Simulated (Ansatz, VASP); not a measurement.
# ZnCu in two plane-wave programs

One calculation is typed for both programs; each brings its own data sets. How far apart do they land? The cell is taken from a series of runs on this material, whose earlier steps may have relaxed, scaled, displaced or heated it; both programs get it as it stands.

Method: plane waves, with VASP 6.6.1 beside it; zone-centre phonons at PBEsol, in Ansatz 0.2.0.

## 1. Set-up

It takes space group Pm-3m (No. 221, cubic). Conventional cell: a = 2.908 Å, b = 2.908 Å, c = 2.908 Å, α = 90.00°, β = 90.00°, γ = 90.00°. Nearest to Zn lie 8 Cu at 2.52 Å. Cu has 8 Zn at 2.52 Å nearest. Farther neighbours are not listed.

## 2. VASP: zone-centre phonons, PBEsol

Second derivatives magnify differences that forces hide, and they need a tight electronic threshold.

Lines of VASP's logs that name or quote its potential files are left out, and so is its time.

Input file INCAR:

```
SYSTEM = ZnCu
PREC = Accurate
ENCUT = 600
EDIFF = 1E-08
NELM = 120
ISMEAR = 1
SIGMA = 0.15
LREAL = .FALSE.
ALGO = Normal
GGA = PS
NBANDS = 17
LASPH = .TRUE.
LORBIT = 11
LWAVE = .FALSE.
LCHARG = .FALSE.
ISIF = 2
IBRION = 8
GGA_COMPAT = .FALSE.
KPAR = 2
```

Input file POSCAR:

```
ZnCu
1.0
    2.9081581508      0.0000000000      0.0000000000
    0.0000000000      2.9081581508      0.0000000000
    0.0000000000      0.0000000000      2.9081581508
Zn Cu
1 1
Direct
    0.5000000000      0.5000000000      0.5000000000
    0.0000000000      0.0000000000      0.0000000000
```

Input file KPOINTS:

```
Automatic mesh
0
Gamma
16 16 16
0 0 0
```

The projector-augmented-wave data sets are Zn and Cu (PBE family, release 64).

Started as:

```bash
> mpirun -np 2 vasp_std
```

Numbers of over 12 decimals in the logs are rounded to 6 here.

The program printed:

```text
[banner, memory and clock lines left out]
running    2 mpi-ranks, on    1 nodes
 distrk:  each k-point on    1 cores,    2 groups
 distr:  one band on    1 cores,    1 groups

 POSCAR found type information on POSCAR ZnCu
 POSCAR found :  2 types and       2 ions
|                                                                             |
|               ----> ADVICE to this user running VASP <----                  |
|                                                                             |
|     You enforced a specific xc type in the INCAR file but a different       |
|     [... a line on the potential file left out ...]
|     I HOPE YOU KNOW WHAT YOU ARE DOING!                                     |
|                                                                             |

 LDA part: xc-table for (Slater+PW92), standard interpolation
 POSCAR, INCAR and KPOINTS ok, starting setup
 FFT: planning ... GRIDC
 FFT: planning ... GRID_SOFT
 FFT: planning ... GRID
 WAVECAR not read
 entering main loop
       N       E                     dE             d eps       ncg     rms          rms(c)
DAV:   1     0.117719381020E+03    0.11772E+03   -0.12497E+04  6002   0.250E+03
DAV:   2    -0.303732645918E+01   -0.12076E+03   -0.11641E+03  5655   0.325E+02
DAV:   3    -0.741189831964E+01   -0.43746E+01   -0.43360E+01  6421   0.785E+01
DAV:   4    -0.744567944927E+01   -0.33781E-01   -0.33770E-01  6786   0.631E+00
DAV:   5    -0.744612811691E+01   -0.44867E-03   -0.44865E-03  6889   0.736E-01    0.106E+01
DAV:   6    -0.720374542916E+01    0.24238E+00   -0.18465E+01  5919   0.109E+02    0.652E+00
DAV:   7    -0.610419158253E+01    0.10996E+01   -0.39158E+00  5996   0.114E+02    0.238E+00
DAV:   8    -0.610355516309E+01    0.63642E-03   -0.18627E-01  7481   0.591E+00    0.132E+00
DAV:   9    -0.609327202083E+01    0.10283E-01   -0.11869E-02  6888   0.251E+00    0.832E-02
DAV:  10    -0.609322962989E+01    0.42391E-04   -0.82373E-04  8724   0.646E-01    0.486E-02
DAV:  11    -0.609321958206E+01    0.10048E-04   -0.88789E-05  7114   0.293E-01    0.103E-02
DAV:  12    -0.609321943319E+01    0.14887E-06   -0.51195E-06  8019   0.454E-02    0.161E-03
DAV:  13    -0.609321925371E+01    0.17948E-06   -0.23778E-07  8129   0.875E-03    0.968E-04
DAV:  14    -0.609321927645E+01   -0.22743E-07   -0.24767E-08  4829   0.438E-03    0.128E-04
DAV:  15    -0.609321925683E+01    0.19621E-07   -0.26479E-09  3220   0.709E-04    0.739E-05
DAV:  16    -0.609321925819E+01   -0.13556E-08   -0.16908E-10  3083   0.301E-04
   1 F= -.60932193E+01 E0= -.60928840E+01  d E =-.100590E-02
 Linear response reoptimize wavefunctions to high precision
DAV:   1    -0.609321925694E+01    0.12478E-08   -0.62092E-11  3215   0.218E-04
DAV:   2    -0.609321925694E+01    0.90949E-12   -0.18181E-11  3047   0.509E-05
 Linear response DOF=           2
 Linear response progress:
  Degree of freedom:   1/  2
       N       E                     dE             d eps       ncg     rms          rms(c)
RMM:   1    -0.204920571111E+00   -0.20492E+00    0.32582E-02 19398   0.272E+00
RMM:   2    -0.205675646505E+00   -0.75508E-03   -0.81643E-03 19278   0.996E-01    0.473E-02
RMM:   3    -0.205936699392E+00   -0.26105E-03   -0.25664E-03 22781   0.327E-01    0.283E-02
RMM:   4    -0.205809205451E+00    0.12749E-03   -0.57550E-05 23377   0.706E-02    0.900E-03
RMM:   5    -0.205777280492E+00    0.31925E-04   -0.56095E-06 24051   0.231E-02    0.185E-03
RMM:   6    -0.205785885755E+00   -0.86053E-05   -0.35845E-07 22372   0.587E-03    0.812E-04
RMM:   7    -0.205787627266E+00   -0.17415E-05   -0.96003E-08 22052   0.312E-03    0.220E-04
RMM:   8    -0.205787066589E+00    0.56068E-06   -0.22044E-08 24370   0.116E-03    0.778E-05
RMM:   9    -0.205786506642E+00    0.55995E-06   -0.10757E-08 23466   0.358E-04    0.526E-05
RMM:  10    -0.205786596110E+00   -0.89468E-07   -0.92592E-09 24247   0.182E-04    0.712E-06
RMM:  11    -0.205786511984E+00    0.84126E-07   -0.74067E-09 23764   0.999E-05    0.242E-06
RMM:  12    -0.205786475910E+00    0.36074E-07   -0.61171E-09 24524   0.744E-05    0.704E-07
RMM:  13    -0.205786477076E+00   -0.11656E-08   -0.56622E-09 22732   0.674E-05    0.286E-07
 first order change of Fermi-energy  -0.12010E-03
 force on displaced ion       1 direction 1 :  -5.364  -0.000   0.000
 Linear response progress:
  Degree of freedom:   2/  2
       N       E                     dE             d eps       ncg     rms          rms(c)
RMM:   1    -0.239533242079E+00   -0.23953E+00   -0.12150E-01 19863   0.425E+00
RMM:   2    -0.238963896198E+00    0.56935E-03   -0.64208E-03 20268   0.109E+00    0.120E-01
RMM:   3    -0.238959622608E+00    0.42736E-05   -0.76359E-04 21770   0.291E-01    0.753E-02
RMM:   4    -0.239199704982E+00   -0.24008E-03   -0.36748E-04 22447   0.161E-01    0.130E-02
RMM:   5    -0.239156972760E+00    0.42732E-04   -0.18346E-05 21961   0.409E-02    0.592E-03
RMM:   6    -0.239141855439E+00    0.15117E-04   -0.14761E-06 21687   0.136E-02    0.216E-03
RMM:   7    -0.239139876071E+00    0.19794E-05   -0.28897E-07 20409   0.684E-03    0.869E-04
RMM:   8    -0.239134086070E+00    0.57900E-05   -0.79683E-08 23035   0.231E-03    0.207E-04
RMM:   9    -0.239131159139E+00    0.29269E-05   -0.87522E-09 23338   0.710E-04    0.978E-05
RMM:  10    -0.239130004382E+00    0.11548E-05   -0.78887E-09 23780   0.270E-04    0.383E-05
RMM:  11    -0.239129616437E+00    0.38795E-06   -0.77152E-09 22757   0.152E-04    0.818E-06
RMM:  12    -0.239129525564E+00    0.90873E-07   -0.77626E-09 23745   0.905E-05    0.380E-06
RMM:  13    -0.239129558950E+00   -0.33387E-07   -0.77871E-09 23616   0.706E-05    0.120E-06
RMM:  14    -0.239129574834E+00   -0.15883E-07   -0.78147E-09 21893   0.671E-05    0.110E-07
RMM:  15    -0.239129575766E+00   -0.93247E-09   -0.78017E-09 17806   0.656E-05    0.811E-08
 first order change of Fermi-energy   0.84072E-03
 force on displaced ion       2 direction 1 :  -5.353   0.000  -0.000
 Linear response finished
```

Parts of OUTCAR (step 2):

```text
ion  position               nearest neighbor table
   1  0.500  0.500  0.500-   2 2.52   2 2.52   2 2.52   2 2.52   2 2.52   2 2.52   2 2.52   2 2.52

  LATTYP: Found a simple cubic cell.
 ALAT       =     2.9081581508

 Subroutine GETGRP returns: Found 48 space group operations
 (whereof 48 operations were pure point group operations)

The static configuration has the point symmetry O_h .

 Found    165 irreducible k-points:

   k-points           NKPTS =    165   k-points in BZ     NKDIM =    165   number of bands    NBANDS=     17

   dimension x,y,z NGX =    24 NGY =   24 NGZ =   24
   dimension x,y,z NGXF=    48 NGYF=   48 NGZF=   48

   ENCUT  =  600.0 eV  44.10 Ry    6.64 a.u.   5.81  5.81  5.81*2*pi/ulx,y,z

   NELECT =      23.0000    total number of electrons

 k-points in reciprocal lattice and weights: Automatic mesh
   0.00000000  0.00000000  0.00000000       0.000
   0.06250000  0.00000000  0.00000000       0.001
   0.12500000  0.00000000  0.00000000       0.001
   0.18750000  0.00000000  0.00000000       0.001
   0.25000000  0.00000000  0.00000000       0.001
   0.31250000  0.00000000  0.00000000       0.001
   0.37500000  0.00000000  0.00000000       0.001
   0.43750000  0.00000000  0.00000000       0.001
   0.50000000  0.00000000  0.00000000       0.001
[...]
0.50000000  0.50000000  0.43750000       0.001
   0.50000000  0.50000000  0.50000000       0.000

 average (electrostatic) potential at core
       1 -33.7629       2 -65.7768

  Total        0.1086193      0.1086193      0.1086193      0.0000000      0.0000000      0.0000000
  in kB        7.0756063      7.0756063      7.0756063      0.0000000      0.0000000      0.0000000
  external PRESSURE =       7.0756063 kB  Pullay stress =       0.0000000 kB

  energy-cutoff  :      600.00
  volume of cell :       24.60
      direct lattice vectors                 reciprocal lattice vectors
     2.908158151  0.000000000  0.000000000     0.343860254  0.000000000  0.000000000
     0.000000000  2.908158151  0.000000000     0.000000000  0.343860254  0.000000000
     0.000000000  0.000000000  2.908158151     0.000000000  0.000000000  0.343860254

 POSITION                                       TOTAL-FORCE (eV/Angst)
 -----------------------------------------------------------------------------------
      1.45408      1.45408      1.45408         0.000000      0.000000      0.000000
      0.00000      0.00000      0.00000         0.000000      0.000000      0.000000
 -----------------------------------------------------------------------------------
    total drift:                                0.000000      0.000000     -0.000000

 Eigenvectors and eigenvalues of the dynamical matrix
 ----------------------------------------------------

   1 f  =    6.374566 THz    40.052579 2PiTHz  212.632634 cm-1    26.363075 meV
             X         Y         Z           dx          dy          dz
      1.454079  1.454079  1.454079     0.000000   -0.702388   -0.000000
      0.000000  0.000000  0.000000     0.000000    0.711794    0.000000

   2 f  =    6.374566 THz    40.052579 2PiTHz  212.632634 cm-1    26.363075 meV
             X         Y         Z           dx          dy          dz
      1.454079  1.454079  1.454079     0.000000    0.000000   -0.702388
      0.000000  0.000000  0.000000    -0.000000    0.000000    0.711794

   3 f  =    6.374566 THz    40.052579 2PiTHz  212.632634 cm-1    26.363075 meV
             X         Y         Z           dx          dy          dz
      1.454079  1.454079  1.454079     0.702388   -0.000000    0.000000
      0.000000  0.000000  0.000000    -0.711794    0.000000    0.000000

   4 f/i=    0.003190 THz     0.020043 2PiTHz    0.106404 cm-1     0.013192 meV
             X         Y         Z           dx          dy          dz
      1.454079  1.454079  1.454079     0.000000   -0.711794   -0.000000
      0.000000  0.000000  0.000000     0.000000   -0.702388    0.000000

   5 f/i=    0.003190 THz     0.020043 2PiTHz    0.106404 cm-1     0.013192 meV
             X         Y         Z           dx          dy          dz
      1.454079  1.454079  1.454079    -0.000000   -0.000000    0.711794
      0.000000  0.000000  0.000000     0.000000    0.000000    0.702388

   6 f/i=    0.003190 THz     0.020043 2PiTHz    0.106404 cm-1     0.013192 meV
             X         Y         Z           dx          dy          dz
      1.454079  1.454079  1.454079    -0.711794   -0.000000   -0.000000
      0.000000  0.000000  0.000000    -0.702388   -0.000000    0.000000

 ELASTIC MODULI CONTR FROM IONIC RELAXATION (kBar)
 Direction    XX          YY          ZZ          XY          YZ          ZX
 --------------------------------------------------------------------------------
 XX           0.0000      0.0000      0.0000      0.0000      0.0000      0.0000
 YY           0.0000      0.0000      0.0000      0.0000      0.0000      0.0000
 ZZ           0.0000      0.0000      0.0000      0.0000      0.0000      0.0000
 XY           0.0000      0.0000      0.0000      0.0000      0.0000      0.0000
 YZ           0.0000      0.0000      0.0000      0.0000      0.0000      0.0000
 ZX           0.0000      0.0000      0.0000      0.0000      0.0000      0.0000
 --------------------------------------------------------------------------------
```

## 3. Ansatz: zone-centre phonons, PBEsol

Ansatz runs on its default PAW (the set named soft_2) files.

The same cell, functional, mesh and smearing now go to Ansatz, which takes its cutoff from its data sets.

Input file input.yaml:

```yaml
crystal:
  lattice:
    - [2.9081581508, 0.0, 0.0]
    - [0.0, 2.9081581508, 0.0]
    - [0.0, 0.0, 2.9081581508]
  atoms:
    - { symbol: Zn, position: [0.5, 0.5, 0.5] }
    - { symbol: Cu, position: [0.0, 0.0, 0.0] }
kpoints:
  mp_grid: { grid: [16, 16, 16] }
hamiltonian:
  xc: pbesol
scf:
  occupations: { method: methfessel_paxton, width: 0.15 }
output:
  eigenvalues: true
phonons:
  method: dfpt
```

Started as:

```bash
> ansatz run input.yaml --threads 4 --pin off --max-ram 7168MiB --backend cpu --events-out ev --progress --plain --runs-dir out
```

The program printed:

```text
Engine: ansatz 0.2.0, aarch64-unknown-linux-gnu
Pseudopotentials: kind: paw
Pseudopotential: Zn, paw, valence charge 12, recommended cutoff 420 eV (normal), Zn.paw.azcp
Pseudopotential: Cu, paw, valence charge 19, recommended cutoff 420 eV (normal), Cu.paw.azcp
Functional definition: PBEsol
  exchange = pbesol_x
  correlation = pbesol_c
Crystal: 2 atoms, lattice volume = 24.595 Å³
Basis set: ecut = 420 eV, 461 PW (Γ), exchange–correlation on 40×40×40 points (8 copies of the dense FFT grid, shifted against one another)
Bands: 20, of which v1, the nominal top of the filled ones, is band 16 counted from 1 (15 counted from 0)
Symmetry: 48 space group operations
k-points: 405 of 4096 (irreducible under 8 space group operations, time reversal used)
Non-local potential: Zn, projectors of the file, l = 0: 2, l = 1: 2, l = 2: 3, l = 3: 1
Non-local potential: Cu, projectors of the file, l = 0: 3, l = 1: 2, l = 2: 3, l = 3: 1
PAW form: soft (Blöchl's): semilocal exchange-correlation on the pseudo side does not see the compensation charge
PAW frozen core: Zn, regenerated for the run's functional, and the local potential with it (the file was generated under x = pbe(κ = 0.804, μ = 0.219515), c = pbe(β = 0.066725))
PAW frozen core: Cu, regenerated for the run's functional, and the local potential with it (the file was generated under x = pbe(κ = 0.804, μ = 0.219515), c = pbe(β = 0.066725))
PAW one-centre angular grid: Zn, 590 points (default); XC on 64 Gauss nodes
PAW one-centre angular grid: Cu, 590 points (default); XC on 64 Gauss nodes
Initial density: superposition of atomic densities (neutral atoms: chi_scale 0, normalization atom), corrected by the library's trained network
Initial wavefunctions: pseudopotential atomic-orbital guess
Functional: x = pbesol(κ = 0.804, μ = 0.123457), c = pbesol(β = 0.046)
SCF iter   1: F=—  HF=-9869.887198 eV  |F-HF|=—  |Δ(HF+E_count)|=         —  Δρ=1.39e-2  dr2=2.55e-2  ethr=1.77e-3  ⟨swp⟩=5.0  Hψ=33897  notcnv=0
preconditioner: auto → none  [metal: Δε(μ)=0.032 eV  Ē_g=12.983 eV  σ=0.150 eV  W_gap=0.18  n_scr=6 (ndim 8)  ℏωp=35.9 eV  f_vac=0.000  D(μ)=0.66/eV (n_scr^D=6)  sad-step TF]
SCF iter   2: F=—  HF=-9869.882160 eV  |F-HF|=—  |Δ(HF+E_count)|=   5.04e-3  S|Δr|=    0.00e0  Δρ=2.84e-3  dr2=1.27e-3  ethr=8.21e-5  ⟨swp⟩=2.1  Hψ=14241  notcnv=0  defer=1
SCF iter   3: F=—  HF=-9869.881858 eV  |F-HF|=—  |Δ(HF+E_count)|=   3.02e-4  S|Δr|=    0.00e0  Δρ=9.88e-4  dr2=1.35e-4  ethr=4.09e-6  ⟨swp⟩=1.1  Hψ=8084  notcnv=0  defer=7
SCF iter   4: F=—  HF=-9869.881810 eV  |F-HF|=—  |Δ(HF+E_count)|=   4.83e-5  S|Δr|=    0.00e0  Δρ=1.96e-4  dr2=4.99e-6  ethr=4.36e-7  ⟨swp⟩=2.0  Hψ=11947  notcnv=0  defer=7
SCF iter   5: F=—  HF=-9869.881801 eV  |F-HF|=—  |Δ(HF+E_count)|=   8.37e-6  S|Δr|=    0.00e0  Δρ=4.59e-5  dr2=2.29e-7  ethr=1.61e-8  ⟨swp⟩=2.0  Hψ=12531  notcnv=0  defer=7
SCF iter   6: F=—  HF=-9869.881801 eV  |F-HF|=—  |Δ(HF+E_count)|=   5.05e-7  S|Δr|=    0.00e0  Δρ=5.01e-6  dr2=2.23e-9  ethr=7.37e-10  ⟨swp⟩=2.0  Hψ=13029  notcnv=0  defer=7
SCF iter   7: F=—  HF=-9869.881801 eV  |F-HF|=—  |Δ(HF+E_count)|=   5.70e-9  S|Δr|=    0.00e0  Δρ=8.80e-7  dr2=1.08e-10  ethr=7.19e-12  ⟨swp⟩=2.2  Hψ=14173  notcnv=0  defer=7
SCF iter   8: F=-9869.881801 eV  HF=-9869.881801 eV  |F-HF|=1.82e-12  |Δ(HF+E_count)|=  6.55e-11  S|Δr|=    0.00e0  Δρ=3.83e-8  dr2=1.24e-13  ethr=1.00e-12  ⟨swp⟩=6.9  Hψ=39718  notcnv=0
SCF 1 converged in 8 iterations: F = -9869.881801 eV  dr2 = 1.24e-13
  greatest PAW one-centre occupation: 1.000 electrons in one spin orbital (limit 2), on the Cu atom at site 1 (counted from 0), in its partial waves of l = 0
DFPT response loops at Γ: preconditioner auto → Kerker (q_TF=auto, 2.836 Å⁻¹) (partly filled bands, converged f_vac=0.000); β = 1.00, the filter's whole step (`scf.mixing.beta` (0.50) is not read by the response loops under this deck's `scf.mixing.preconditioner`; to damp them name `kerker` or `kerker_dos`, under which they read `scf.mixing.beta`, and type it under 1.00, their step now; both keys bind the ground state too); Broyden in place of MSR1
SCF converged after 8 iterations
Stability not checked: this state was not tested for a lower state beside it, because cold or Methfessel-Paxton smearing, or corrected tetrahedra, fill the levels in a way that the test cannot read (fill_not_monotonic; see scf.lower_state_search)
Free energy (F): -9869.881801 eV
Harris-Foulkes:  -9869.881801 eV  (|F-HF|=1.82e-12)
Internal energy: -9869.880800 eV  (E = F + TS)
E sigma→0 (E₀):  -9869.881551 eV
Entropy (-TS):   -0.001001 eV (-0.500 meV/atom)
Fermi energy:    15.039090 eV
--- Per-component energies (eV) ---
  E_band       = -302.556516
  E_kinetic    = 432.879919
  E_local      = -5699.847452  (includes V_loc(G=0)·N_el)
  E_nonlocal   = 1003.605701
  E_hartree    = 2485.790741
  E_xc         = -226.429964
  E_vxc        = -170.138484  (∫ρ·V_xc dr)
  E_paw        = -3414.232929  (= ΣΔE_a)
  E_vpaw       = -840.637499  (= ΣTr[D̂ρ^β])
  E_aug_tail   = -0.000161  (compensation charges beyond the density's cutoff)
  E_ewald      = -4452.650212
  E_core_change = 1.003557  (= ΣΔE_core)
  E_smearing   = -0.001001  (= −TS)
  E_closure    = -0.000000  (closes the sum)
  Σ components = -9869.881801   (vs F -9869.881801, Δ=0.00e0)
--- Band table (eV; the first three rows and the last of 405) ---
  k-point 0: bands = [... 12 lower, 12.2765, 12.2765, 12.2765, 21.3220, 21.3220, 21.3220, 26.5171, 26.5171]
  k-point 1: bands = [... 12 lower, 12.2498, 12.2498, 12.2731, 20.6229, 21.4351, 21.4351, 26.5537, 26.9534]
  k-point 2: bands = [... 12 lower, 12.1758, 12.1758, 12.2634, 19.1633, 21.7678, 21.7678, 26.6642, 27.3322]
  k-point 404: bands = [... 12 lower, 12.5489, 12.5489, 19.1325, 19.4267, 19.4267, 19.4267, 19.6799, 19.6799]
--- Phonons (Γ-DFPT): 2 representative perturbations + reference, on 405 of 4096 k-points (Σ response iterations 8) ---
  k mesh reduced under 8 symmetry operations, with k and −k counted as one. Each operation leaves every solved perturbation unchanged. A smaller set is not used because it would not reduce the number of displacements times k-points to solve
  ASR residual: 7.720e-6 → 0.000e0 eV/Å²; symmetrization residual: 2.759e-6 eV/Å²
  ASR residual per site (eV/Å²): 7.00e-6 7.72e-6
  Γ frequencies (cm⁻¹): 0.00 0.00 0.00 210.51 210.51 210.51
  non-analytic LO–TO correction: not included (Born effective charges unavailable; polar crystals: no LO–TO splitting at Γ)
```

Reading the cycles: dr2 is the Hartree energy of the density residual (eV), the measure of convergence; HF is the Harris–Foulkes estimate of the energy, which meets the free energy F at convergence.

## 4. Differences

Known differences besides the potentials themselves: the data sets hold 31 valence electrons in Ansatz (on its default PAW (the set named soft_2) files) and 23 in VASP; the cutoff is 420 eV in Ansatz and 600 eV in VASP; Ansatz makes its cores anew for this functional, VASP keeps those of its PBE data sets. Total energies have different zeros and are not compared.

Compared:

```
                  quantity  Ansatz   VASP  difference
optical mode 1 to 3 (cm⁻¹)   210.5  212.6     -1.00 %
```

Modes are paired by rising frequency, not by their patterns, so a pair may set unlike modes beside each other; they are those without the splitting of longitudinal modes.

## 5. Outcome

- r.m.s. difference of the optical zone-centre modes, each program's sorted by frequency (zone-centre phonons, PBEsol): 2.1 cm⁻¹
- difference in optical mode 1 to 3 (zone-centre phonons, PBEsol): -1.0 %

The r.m.s. difference of the optical zone-centre modes, each program's sorted by frequency is 2.1 cm⁻¹ (zone-centre phonons, PBEsol). The data sets hold unlike numbers of valence electrons (31 in Ansatz and 23 in VASP), so part of the differences comes from the potentials. Among the rows given in per cent, the largest difference of the zone-centre phonons, PBEsol pair is in optical mode 1 to 3, -1.0 %. Such differences can come from data sets, numerical settings and the points named under the comparisons, not from the functional's error against experiment.

[Lines on the potential files, build, host, timing and source positions are cut from VASP's logs without a mark.]

[Logs are printed without paths, hosts, clocks, repeated set-up lines and the standing remarks that a program may print on its own settings, such as how far it seeks lower states.]

[Hosts, paths, dates, database ids (printed as entryN), source tags and the programs' standing remarks are cut or masked in the printed files.]
